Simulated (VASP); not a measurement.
Output of a VASP run:

OSZICAR:
```
...
DAV:   2    -0.137956077901E+02    0.25536E+01   -0.15765E+01  1368   0.486E+01    0.513E+00
DAV:   3    -0.134350527521E+02    0.36056E+00   -0.94245E-01  1376   0.826E+00    0.124E+00
DAV:   4    -0.134320004337E+02    0.30523E-02   -0.20260E-01  1388   0.292E+00    0.575E-01
DAV:   5    -0.134659921961E+02   -0.33992E-01   -0.84865E-02  1384   0.230E+00    0.617E-01
DAV:   6    -0.134729105897E+02   -0.69184E-02   -0.98266E-03  1304   0.109E+00    0.247E-01
DAV:   7    -0.134735689388E+02   -0.65835E-03   -0.31097E-03  1444   0.534E-01    0.390E-02
DAV:   8    -0.134736117539E+02   -0.42815E-04   -0.99137E-05  1232   0.979E-02    0.198E-02
DAV:   9    -0.134736092619E+02    0.24920E-05   -0.98179E-06  1184   0.430E-02    0.817E-03
DAV:  10    -0.134736116630E+02   -0.24011E-05   -0.84310E-07   608   0.119E-02    0.238E-03
DAV:  11    -0.134736119504E+02   -0.28743E-06   -0.28265E-07   548   0.763E-03
   3 F= -.13473612E+02 E0= -.13473345E+02  d E =-.204742E+01
       N       E                     dE             d eps       ncg     rms          rms(c)
DAV:   1    -0.134879745802E+02   -0.14363E-01   -0.42826E-01   976   0.101E+01    0.880E-01
DAV:   2    -0.134740312496E+02    0.13943E-01   -0.59219E-02  1308   0.315E+00    0.307E-01
DAV:   3    -0.134725224716E+02    0.15088E-02   -0.55860E-03  1456   0.737E-01    0.121E-01
DAV:   4    -0.134725977296E+02   -0.75258E-04   -0.77581E-04  1296   0.173E-01    0.552E-02
DAV:   5    -0.134727421508E+02   -0.14442E-03   -0.44641E-04  1504   0.192E-01    0.564E-02
DAV:   6    -0.134727969076E+02   -0.54757E-04   -0.65492E-05  1244   0.995E-02    0.626E-03
DAV:   7    -0.134727973192E+02   -0.41166E-06   -0.13424E-05  1172   0.301E-02    0.281E-03
DAV:   8    -0.134727973477E+02   -0.28435E-07   -0.36538E-07   584   0.849E-03
   4 F= -.13472797E+02 E0= -.13472521E+02  d E =-.204660E+01
       N       E                     dE             d eps       ncg     rms          rms(c)
DAV:   1    -0.135077910741E+02   -0.34994E-01   -0.98103E-01   988   0.152E+01    0.130E+00
DAV:   2    -0.134760702660E+02    0.31721E-01   -0.14453E-01  1320   0.486E+00    0.475E-01
DAV:   3    -0.134725359366E+02    0.35343E-02   -0.11926E-02  1432   0.105E+00    0.173E-01
DAV:   4    -0.134726250503E+02   -0.89114E-04   -0.19133E-03  1340   0.273E-01    0.821E-02
DAV:   5    -0.134729414749E+02   -0.31642E-03   -0.99842E-04  1476   0.277E-01    0.805E-02
DAV:   6    -0.134730090161E+02   -0.67541E-04   -0.13503E-04  1172   0.141E-01    0.785E-03
DAV:   7    -0.134730121502E+02   -0.31341E-05   -0.29433E-05  1296   0.439E-02    0.438E-03
DAV:   8    -0.134730116883E+02    0.46190E-06   -0.53513E-07   632   0.107E-02
   5 F= -.13473012E+02 E0= -.13472750E+02  d E =-.214341E-03
       N       E                     dE             d eps       ncg     rms          rms(c)
DAV:   1    -0.134812694065E+02   -0.82573E-02   -0.21476E-01   984   0.712E+00    0.618E-01
DAV:   2    -0.134742647964E+02    0.70046E-02   -0.30008E-02  1312   0.224E+00    0.217E-01
DAV:   3    -0.134735138208E+02    0.75098E-03   -0.27270E-03  1432   0.513E-01    0.852E-02
DAV:   4    -0.134735531716E+02   -0.39351E-04   -0.40519E-04  1320   0.126E-01    0.393E-02
DAV:   5    -0.134736292795E+02   -0.76108E-04   -0.21933E-04  1488   0.133E-01    0.395E-02
DAV:   6    -0.134736582990E+02   -0.29020E-04   -0.31194E-05  1192   0.687E-02    0.456E-03
DAV:   7    -0.134736583589E+02   -0.59854E-07   -0.66919E-06  1156   0.213E-02
   6 F= -.13473658E+02 E0= -.13473390E+02  d E =-.861011E-03
```

File OUTCAR:
```
------------------------ aborting loop because EDIFF is reached ----------------------------------------
  FORCE on cell =-STRESS in cart. coord.  units (eV):
  Direction    XX          YY          ZZ          XY          YZ          ZX
  --------------------------------------------------------------------------------------
  Total       -0.0010769     -0.0010769     -0.0010769      0.0000000     -0.0000000     -0.0000000
  in kB       -0.0467927     -0.0467927     -0.0467927      0.0000000     -0.0000000     -0.0000000
  external PRESSURE =      -0.0467927 kB  Pullay stress =       0.0000000 kB
  volume of cell :       36.87
      direct lattice vectors                 reciprocal lattice vectors
     0.000000000  2.641736853  2.641736853    -0.189269419  0.189269419  0.189269419
     2.641736853 -0.000000000  2.641736853     0.189269419 -0.189269419  0.189269419
     2.641736853  2.641736853  0.000000000     0.189269419  0.189269419 -0.189269419
 POSITION                                       TOTAL-FORCE (eV/Angst)
 -----------------------------------------------------------------------------------
      2.64174      2.64174      0.00000         0.000000      0.000000      0.000000
      2.64174      2.64174      2.64174        -0.000000     -0.000000     -0.000000
 -----------------------------------------------------------------------------------
    total drift:                                0.000000      0.000000      0.000000
  FREE ENERGIE OF THE ION-ELECTRON SYSTEM (eV)
  ---------------------------------------------------
  free  energy   TOTEN  =       -13.4736583589 eV

  energy  without entropy=      -13.4728525623  energy(sigma->0) =      -13.47338976

 reached required accuracy - stopping structural energy minimisation
```
(Selected blocks of OUTCAR.)

File POSCAR:
```
NbAl
1
    0.0000000000     3.0780000000     3.0780000000
    3.0780000000     0.0000000000     3.0780000000
    3.0780000000     3.0780000000     0.0000000000
Nb Al
1 1
Direct
  0.0000000000   0.0000000000   0.0000000000
  0.5000000000   0.5000000000   0.5000000000
```

Problem. Reconstruct the remaining input files.

Solution. This is not unique; one that fits is the input of the run itself, PBE GGA, plane waves, VASP's PBE PAW potentials (set 64).

INCAR:
```
SYSTEM = NbAl
PREC = Accurate
ENCUT = 400
EDIFF = 1E-6
NELM = 100
ALGO = Normal
LREAL = .FALSE.
LASPH = .TRUE.
ISMEAR = 1
SIGMA = 0.1
GGA = PE
LMAXMIX = 4
LWAVE = .FALSE.
LCHARG = .FALSE.
IBRION = 2
ISIF = 3
NSW = 60
EDIFFG = -0.01
```

KPOINTS:
```
Automatic mesh
0
Gamma
9 9 9
0 0 0
```

POTCAR, in this order: Nb_sv Al (PBE.64 set). Program: vasp_std.

Energy and stress use the plane-wave basis of the starting cell.

The structure was generated: NbAl was put into the rock salt type (Fm-3m), which need not be its known phase. This run relaxes it. Symmetry was kept, so distortions that lower it aren't found.
